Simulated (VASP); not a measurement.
# GaGe (F-43m) in VASP: further runs

Aim: see how the results for GaGe move with the level of theory and the settings. Levels: PBE, PBEsol. Tasks: equation of state.

Everything below comes from runs of VASP 6.6.1. Logs are shortened: lines on timing, memory, paths and dates and some standing lists are left out, and cuts for length are marked.

## (1) The structure

It takes space group F-43m (No. 216, cubic). Conventional cell: a = 5.796 Å, b = 5.796 Å, c = 5.796 Å, α = 90.00°, β = 90.00°, γ = 90.00°. Around Ge (site symmetry -43m) lie 4 Ga at 2.51 Å. Ga (site symmetry -43m) is surrounded by 4 Ge at 2.51 Å.

The cell comes from a database or a generator and needn't be the stable form of this composition.

## (2) Equation of state, PBE, 22.87 Å³/atom (volume scaled by 0.94)

INCAR

```
ALGO     = Normal         # electronic algorithm
EDIFF    = 1E-7           # SCF threshold, eV
ENCUT    = 520            # plane-wave cutoff, eV
GGA      = PE             # functional
ISIF     = 2              # what is computed and relaxed
ISMEAR   = -1             # smearing method
LASPH    = True           # aspherical terms in the spheres
LCHARG   = False          # write CHGCAR
LREAL    = False          # projectors in reciprocal space
LWAVE    = False          # write WAVECAR
NBANDS   = 20             # bands
NELM     = 80             # most SCF steps
PREC     = Accurate       # precision mode
SIGMA    = 0.05           # smearing width, eV
```

KPOINTS

```
k-points
0
Gamma
  8 8 8
```

POSCAR

```
GaGe
1.0
    0.0000000000      2.8386877276      2.8386877276
    2.8386877276      0.0000000000      2.8386877276
    2.8386877276      2.8386877276      0.0000000000
Ge Ga
1 1
Direct
    0.0000000000      0.0000000000      0.0000000000
    0.2500000000      0.2500000000      0.2500000000
```

Potentials or basis: VASP PAW PBE potentials, release 64 (Ge_d, Ga_d).

The run is started by

```sh
> cat potpaw_PBE.64/Ge_d/POTCAR potpaw_PBE.64/Ga_d/POTCAR > POTCAR
> mpirun -np 1 vasp_std > vasp.out
```

OUTCAR:

```text
EDIFF = 1E-7
   ENCUT = 520
   GGA = PE
   ISIF = 2
   ISMEAR = -1
   LASPH = True
   LREAL = False
   NELM = 80
   PREC = Accurate

 Found     29 irreducible k-points:

 Following reciprocal coordinates:
            Coordinates               Weight
  0.000000  0.000000  0.000000      1.000000
  0.125000  0.000000  0.000000      8.000000
  0.250000  0.000000  0.000000      8.000000
  0.375000  0.000000  0.000000      8.000000
  0.500000  0.000000  0.000000      4.000000
  0.125000  0.125000  0.000000      6.000000
   k-points           NKPTS =     29   k-points in BZ     NKDIM =     29   number of bands    NBANDS=     20
   number of dos      NEDOS =    301   number of ions     NIONS =      2
   total plane-waves  NPLWV =  27000
   dimension x,y,z NGX =    30 NGY =   30 NGZ =   30
   dimension x,y,z NGXF=    60 NGYF=   60 NGZF=   60
   ions per type =               1   1
   NGX,Y,Z   is equivalent  to a cutoff of  12.42, 12.42, 12.42 a.u.
   NGXF,Y,Z  is equivalent  to a cutoff of  24.85, 24.85, 24.85 a.u.
 SYSTEM =  unknown system
   PREC   = accura    normal or accurate (medium, high low for compatibility)
   ISTART =      0    job   : 0-new  1-cont  2-samecut
   ICHARG =      2    charge: 1-file 2-atom 10-const
   ISPIN  =      1    spin polarized calculation?
   LNONCOLLINEAR =      F non collinear calculations
   LSORBIT =      F    spin-orbit coupling
   LASPH  =      T    aspherical Exc in radial PAW
   ENCUT  =  520.0 eV  38.22 Ry    6.18 a.u.   7.46  7.46  7.46*2*pi/ulx,y,z
   NELM   =     80;   NELMIN=  2; NELMDL= -5     # of ELM steps
   EDIFF  = 0.1E-06   stopping-criterion for ELM
   LREAL  =      F    real-space projection
   EDIFFG = 0.1E-05   stopping-criterion for IOM
   NSW    =      0    number of steps for IOM
   IBRION =     -1    ionic relax: 0-MD 1-quasi-New 2-CG
   NFREE  =      0    steps in history (QN), initial steepest desc. (CG)
   ISIF   =      2    stress and relaxation
   ISYM   =      2    0-nonsym 1-usesym 2-fastsym
   POTIM  = 0.5000    time-step for ionic-motion
   TEBEG  =    0.0;   TEEND  =   0.0 temperature during run
   PSTRESS=    0.0 pullay stress
   NELECT =      27.0000    total number of electrons
   NUPDOWN=      -1.0000    fix difference up-down
   EMIN   =  10.00;   EMAX   =-10.00  energy-range for DOS
   EFERMI =   0.00;   METHOD = LEGACY
   ISMEAR =    -1;   SIGMA  =   0.05  broadening in eV -4-tet -1-fermi 0-gaus
   EFERMI_NEDOS =   21; number of points for ismear=-14 and -15
   IALGO  =     38    algorithm
   IMIX   =      4    mixing-type and parameters
     AMIX     =   0.40;   BMIX     =  1.00
     AMIX_MAG =   1.60;   BMIX_MAG =  1.00
  volume/ion in A,a.u.               =      22.87       154.37
  Fermi-wavevector in a.u.,A,eV,Ry     =   1.373204  2.594980 25.656368  1.885690
  Thomas-Fermi vector in A             =   2.498742
   LORBIT       =      0    0 simple, 1 ext, 2 COOP (PROOUT), +10 PAW based schemes
   GGA     = PE    functional components
   LHFCALC =     F    Hartree Fock is set to
   AEXX    =    0.0000 exact exchange contribution
   IVDW    =     0    specifies the selected vdW correction
   LEPSILON=     F    determine dielectric tensor
   LRPA    =     F    only Hartree local field effects (RPA)
 non-spin polarized calculation
  energy-cutoff  :      520.00
  volume of cell :       45.75
 maximum number of plane-waves:      1249
 NGX is ok and might be reduce to    30
   NGX = 15   NGY = 15   NGZ = 15

 number of electron      26.9999994 magnetization

 Free energy of the ion-electron system (eV)
  ---------------------------------------------------
  ext. energy  EPLUGINS =         0.00000000
  ---------------------------------------------------
  free energy    TOTEN  =        -7.06332370 eV

  energy without entropy =       -7.05482946  energy(sigma->0) =       -7.05907658

 E-fermi :   3.5316     XC(G=0):  -9.8405

 val. band max:        3.3744248241   @ k =   0.1250   0.1250   0.0000
 cond. band min:       3.5674532285   @ k =  -0.1250   0.1250   0.0000
 fundamental gap:      0.1930284043
 Fermi energy:         3.5315997537

 k-point     1 :       0.0000    0.0000    0.0000
  band No.  band energies     occupation
      1     -20.4069      2.00000
      2     -20.4069      2.00000
      3     -20.4069      2.00000
      4     -20.3833      2.00000
      5     -20.3833      2.00000
      6     -10.8523      2.00000
[... 12 lines left out ...]
     19      11.5051      0.00000
     20      14.5842      0.00000

 k-point     2 :       0.1250    0.0000    0.0000
  band No.  band energies     occupation
      1     -20.4069      2.00000
      2     -20.4064      2.00000
      3     -20.4064      2.00000
      4     -20.3832      2.00000
      5     -20.3832      2.00000
      6     -10.8573      2.00000
[... 12 lines left out ...]
     19      12.5003      0.00000
     20      13.5465      0.00000

 k-point     3 :       0.2500    0.0000    0.0000
  band No.  band energies     occupation
      1     -20.4068      2.00000
      2     -20.4053      2.00000
      3     -20.4053      2.00000
      4     -20.3828      2.00000
      5     -20.3828      2.00000
      6     -10.8696      2.00000
[... 12 lines left out ...]
     19      12.9013      0.00000
     20      13.3154      0.00000

 k-point     4 :       0.3750    0.0000    0.0000
  band No.  band energies     occupation
      1     -20.4068      2.00000
      2     -20.4042      2.00000
      3     -20.4042      2.00000
      4     -20.3823      2.00000
      5     -20.3823      2.00000
      6     -10.8818      2.00000
[... 12 lines left out ...]
     19      13.6604      0.00000
     20      14.5860      0.00000

 k-point     5 :       0.5000    0.0000    0.0000
  band No.  band energies     occupation
      1     -20.4068      2.00000
      2     -20.4038      2.00000
      3     -20.4038      2.00000
      4     -20.3821      2.00000
      5     -20.3821      2.00000
      6     -10.8868      2.00000
[... 12 lines left out ...]
     19      15.5347      0.00000
     20      16.3493      0.00000

 k-point     6 :       0.1250    0.1250    0.0000
  band No.  band energies     occupation
      1     -20.4075      2.00000
      2     -20.4059      2.00000
      3     -20.4059      2.00000
      4     -20.3837      2.00000
      5     -20.3827      2.00000
      6     -10.8624      2.00000
[... 12 lines left out ...]
     19      12.2614      0.00000
     20      12.8496      0.00000

 [... further k-points ...]

------------------------ aborting loop because EDIFF is reached ----------------------------------------

  FORCE on cell =-STRESS in cart. coord.  units (eV):
  Direction    XX          YY          ZZ          XY          YZ          ZX
  --------------------------------------------------------------------------------------
  -------------------------------------------------------------------------------------
  Total        1.0867665      1.0867665      1.0867665      0.0000000      0.0000000      0.0000000
  in kB       38.0595779     38.0595779     38.0595779      0.0000000      0.0000000      0.0000000
  external PRESSURE =      38.0595779 kB  Pullay stress =       0.0000000 kB

 VOLUME and BASIS-vectors are now :
 -----------------------------------------------------------------------------
  energy-cutoff  :      520.00
  volume of cell :       45.75
      direct lattice vectors                 reciprocal lattice vectors
     0.000000000  2.838687728  2.838687728    -0.176137726  0.176137726  0.176137726
     2.838687728  0.000000000  2.838687728     0.176137726 -0.176137726  0.176137726
     2.838687728  2.838687728  0.000000000     0.176137726  0.176137726 -0.176137726

 POSITION                                       TOTAL-FORCE (eV/Angst)
 -----------------------------------------------------------------------------------
      0.00000      0.00000      0.00000         0.000000      0.000000      0.000000
      1.41934      1.41934      1.41934        -0.000000     -0.000000     -0.000000
 -----------------------------------------------------------------------------------
    total drift:                                0.000000      0.000000      0.000000

  FREE ENERGIE OF THE ION-ELECTRON SYSTEM (eV)
  ---------------------------------------------------
  free  energy   TOTEN  =        -7.0633237019 eV

  energy  without entropy=       -7.0548294582  energy(sigma->0) =       -7.05907658
```

stdout:

```text
POSCAR found type information on POSCAR GeGa
 POSCAR found :  2 types and       2 ions
 scaLAPACK will be used
 LDA part: xc-table for (Slater+PW92), standard interpolation
 POSCAR, INCAR and KPOINTS ok, starting setup
 FFT: planning ... GRIDC
 FFT: planning ... GRID_SOFT
 FFT: planning ... GRID
 WAVECAR not read
 entering main loop
```

Wall time 22 s (1 thread of Intel Xeon Platinum 8259CL at 2.50GHz (Skylake/Cascade Lake), shared host); peak memory 0.18 GiB.

Results:

* Free energy: -7.0633 eV
* Pressure: 3.8 GPa
* Band gap on the k mesh: none (metal or under the smearing width)

## (3) Equation of state, PBE, 23.36 Å³/atom (volume scaled by 0.96)

INCAR

```
ALGO = Normal
EDIFF = 1E-7
ENCUT = 520
GGA = PE
ISIF = 2
ISMEAR = -1
LASPH = T
LCHARG = F
LREAL = F
LWAVE = F
NBANDS = 20
NELM = 100
PREC = Accurate
SIGMA = 0.05
```

KPOINTS is that of step 2.

POSCAR

```
GaGe
1.0
    0.0000000000      2.8586791449      2.8586791449
    2.8586791449      0.0000000000      2.8586791449
    2.8586791449      2.8586791449      0.0000000000
Ge Ga
1 1
Direct
    0.0000000000      0.0000000000      0.0000000000
    0.2500000000      0.2500000000      0.2500000000
```

Potentials or basis: VASP PAW PBE potentials, release 64 (Ge_d, Ga_d).

The run is started by

```sh
> cat potpaw_PBE.64/Ge_d/POTCAR potpaw_PBE.64/Ga_d/POTCAR > POTCAR
> mpirun -np 1 vasp_std > vasp.out
```

Wall time 22 s (1 thread of Intel Xeon Platinum 8259CL at 2.50GHz (Skylake/Cascade Lake), shared host); peak memory 0.18 GiB.

Results (log left out):

* Free energy: -7.0826 eV
* Pressure: 2.5 GPa
* Band gap on the k mesh: none (metal or under the smearing width)

[end of part 1 of 2]
